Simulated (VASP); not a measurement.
A convergence study with VASP on As (a7): one setting is varied, all else stays as given below, so the limit is that of these other settings. Each run relaxes cell and ions from the cell shown. The basis is that of the starting cell, so low cut-offs carry a Pulay error.

```xyz
2
Lattice="3.6804 -1.8800 0.0000 3.6804 1.8800 0.0000 2.7200 0.0000 3.1114" Properties=species:S:1:pos:R:3 pbc="T T T"
As     2.2883     0.0000     0.7063
As     7.7924     0.0000     2.4051
```

Method: PBE GGA, VASP's PBE PAW potentials (set 64) (plane waves; VASP). The tightest run used: 700 eV cut-off, 10×10×10 Γ-centred mesh, first-order Methfessel-Paxton smearing of 0.10 eV, potentials As.

Task: The settings run are ENCUT = 150; ENCUT = 200; ENCUT = 250; ENCUT = 300; ENCUT = 350; ENCUT = 400; ENCUT = 450; ENCUT = 500; ENCUT = 550; ENCUT = 600; ENCUT = 650; ENCUT = 700. From which on does the relaxed volume stay within 0.05 Å³/atom of the tightest run?

Result: From ENCUT = 300 on: it is off by 0.007 there and by no more than 0.05 in any finer run, while ENCUT = 250 is off by 0.077.
```tsv
setting	relaxed volume (Å³/atom)	E (eV/atom)	plane waves	difference judged (Å³/atom)
ENCUT = 150	21.565	-4.6648	187	1.012
ENCUT = 200	22.219	-4.6686	290	0.358
ENCUT = 250	22.500	-4.6722	395	0.077
ENCUT = 300	22.570	-4.6730	524	0.007
ENCUT = 350	22.569	-4.6731	654	0.008
ENCUT = 400	22.563	-4.6730	794	0.014
ENCUT = 450	22.566	-4.6731	961	0.011
ENCUT = 500	22.574	-4.6732	1111	0.003
ENCUT = 550	22.578	-4.6732	1273	0.001
ENCUT = 600	22.579	-4.6733	1455	0.002
ENCUT = 650	22.577	-4.6732	1644	0.000
ENCUT = 700	22.577	-4.6733	1824	0.000
```

Left out are rungs that failed or repeat a setting and relaxations that didn't move; long series are thinned to 24 rows.

The compound is As in the a7 structure.
